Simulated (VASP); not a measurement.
Computed with PBE GGA, VASP's PBE PAW potentials (set 64) (plane waves; VASP).

The input files of a VASP run:

### POSCAR
```
Ni
1
    0.0000000000     1.7563364750     1.7563364750
    1.7563364750    -0.0000000000     1.7563364750
    1.7563364750     1.7563364750     0.0000000000
Ni
1
Direct
  0.0000000000   0.0000000000   0.0000000000
```

### KPOINTS
```
K-points
0
Gamma
  20 20 20
0 0 0
```

INCAR:
```
SYSTEM  =  Ni
PREC  =  Accurate; ENCUT  =  400; LREAL  =  .FALSE.
LASPH  =  .TRUE.
EDIFF  =  1E-7; NELM  =  100; ALGO  =  Normal
LMAXMIX  =  4
ISMEAR  =  -5
GGA  =  PE
ISPIN  =  2; MAGMOM  =  0.6
ISIF  =  2
LWAVE  =  .FALSE.; LCHARG  =  .TRUE.; LORBIT  =  11
NEDOS  =  601
```

POTCAR, in this order: Ni (PBE.64 set). Program: vasp_std.

What VASP printed:

File OUTCAR:
```
 ion  position               nearest neighbor table
   1  0.000  0.000  0.000-
  LATTYP: Found a face centered cubic cell.
 ALAT       =     3.5126729500
 Subroutine PRICEL returns:
 Original cell was already a primitive cell.
 Subroutine GETGRP returns: Found 48 space group operations
The static configuration has the point symmetry O_h .
The dynamic configuration has the point symmetry O_h .
The overall configuration has the point symmetry O_h .
 Subroutine INISYM returns: Found 48 space group operations
 Subroutine IBZKPT returns following result:
 Found    256 irreducible k-points:

 Following reciprocal coordinates:
            Coordinates               Weight
  0.000000  0.000000  0.000000      1.000000
  0.050000  0.000000  0.000000      8.000000
  0.100000  0.000000  0.000000      8.000000
  0.150000  0.000000  0.000000      8.000000
  0.200000  0.000000  0.000000      8.000000
  0.250000  0.000000  0.000000      8.000000
  0.300000  0.000000  0.000000      8.000000
  0.350000  0.000000  0.000000      8.000000
  0.400000  0.000000  0.000000      8.000000
  0.450000  0.000000  0.000000      8.000000
  0.500000  0.000000  0.000000      4.000000
  0.050000  0.050000  0.000000      6.000000
  0.100000  0.050000  0.000000     24.000000
  0.150000  0.050000  0.000000     24.000000
  0.200000  0.050000  0.000000     24.000000
  0.250000  0.050000  0.000000     24.000000
  0.300000  0.050000  0.000000     24.000000
  0.350000  0.050000  0.000000     24.000000
  0.400000  0.050000  0.000000     24.000000
  0.450000  0.050000  0.000000     24.000000
  0.500000  0.050000  0.000000     24.000000
 -0.450000  0.050000  0.000000     24.000000
 -0.400000  0.050000  0.000000     24.000000
 -0.350000  0.050000  0.000000     24.000000
...
```

### OSZICAR
```
       N       E                     dE             d eps       ncg     rms          rms(c)
DAV:   1     0.182840709393E+02    0.18284E+02   -0.41246E+03  9609   0.117E+03
DAV:   2    -0.616838454188E+01   -0.24452E+02   -0.23707E+02  9275   0.149E+02
DAV:   3    -0.649018142109E+01   -0.32180E+00   -0.32149E+00 10746   0.223E+01
DAV:   4    -0.649302050723E+01   -0.28391E-02   -0.28338E-02 10400   0.186E+00
DAV:   5    -0.649308938533E+01   -0.68878E-04   -0.68730E-04 10660   0.247E-01    0.996E+00
DAV:   6    -0.581166220351E+01    0.68143E+00   -0.16885E+01  9677   0.666E+01    0.597E+00
DAV:   7    -0.549007750226E+01    0.32158E+00   -0.28341E+00  9722   0.255E+01    0.195E+00
DAV:   8    -0.547455791942E+01    0.15520E-01   -0.22138E-02 13047   0.173E+00    0.948E-01
DAV:   9    -0.547209008448E+01    0.24678E-02   -0.18960E-03 13493   0.440E-01    0.255E-01
DAV:  10    -0.547156110808E+01    0.52898E-03   -0.48455E-04 12734   0.188E-01    0.384E-02
DAV:  11    -0.547153573695E+01    0.25371E-04   -0.76553E-05 11834   0.104E-01    0.307E-02
DAV:  12    -0.547153354666E+01    0.21903E-05   -0.14758E-06 10926   0.170E-02    0.124E-02
DAV:  13    -0.547153542950E+01   -0.18828E-05   -0.48111E-07  9870   0.999E-03    0.476E-03
DAV:  14    -0.547153570235E+01   -0.27285E-06   -0.65876E-08  4794   0.369E-03    0.586E-04
DAV:  15    -0.547153573228E+01   -0.29935E-07   -0.66919E-09  4758   0.992E-04
   1 F= -.54715357E+01 E0= -.54715357E+01  d E =0.000000E+00  mag=     0.6154
```

### OUTCAR
```
------------------------ aborting loop because EDIFF is reached ----------------------------------------
  FORCE on cell =-STRESS in cart. coord.  units (eV):
  Direction    XX          YY          ZZ          XY          YZ          ZX
  --------------------------------------------------------------------------------------
  Total        0.0131540      0.0131540      0.0131540     -0.0000000     -0.0000000     -0.0000000
  in kB        1.9449757      1.9449757      1.9449757     -0.0000000     -0.0000000     -0.0000000
  external PRESSURE =       1.9449757 kB  Pullay stress =       0.0000000 kB
  volume of cell :       10.84
      direct lattice vectors                 reciprocal lattice vectors
     0.000000000  1.756336475  1.756336475    -0.284683492  0.284683492  0.284683492
     1.756336475  0.000000000  1.756336475     0.284683492 -0.284683492  0.284683492
     1.756336475  1.756336475  0.000000000     0.284683492  0.284683492 -0.284683492
 POSITION                                       TOTAL-FORCE (eV/Angst)
 -----------------------------------------------------------------------------------
      0.00000      0.00000      0.00000         0.000000     -0.000000      0.000000
 -----------------------------------------------------------------------------------
    total drift:                                0.000000      0.000000      0.000000
  FREE ENERGIE OF THE ION-ELECTRON SYSTEM (eV)
  ---------------------------------------------------
  free  energy   TOTEN  =        -5.4715357323 eV

  energy  without entropy=       -5.4715357323  energy(sigma->0) =       -5.47153573

 total charge

# of ion       s       p       d       tot
------------------------------------------
    1        0.500   0.501   8.314   9.314

 magnetization (x)

# of ion       s       p       d       tot
------------------------------------------
    1       -0.007  -0.026   0.660   0.627
```
(Selected blocks of OUTCAR.)

For a metal the tetrahedron method with Blöchl corrections gives inexact stress and forces.

The compound is Ni in the fcc structure. It was relaxed first.
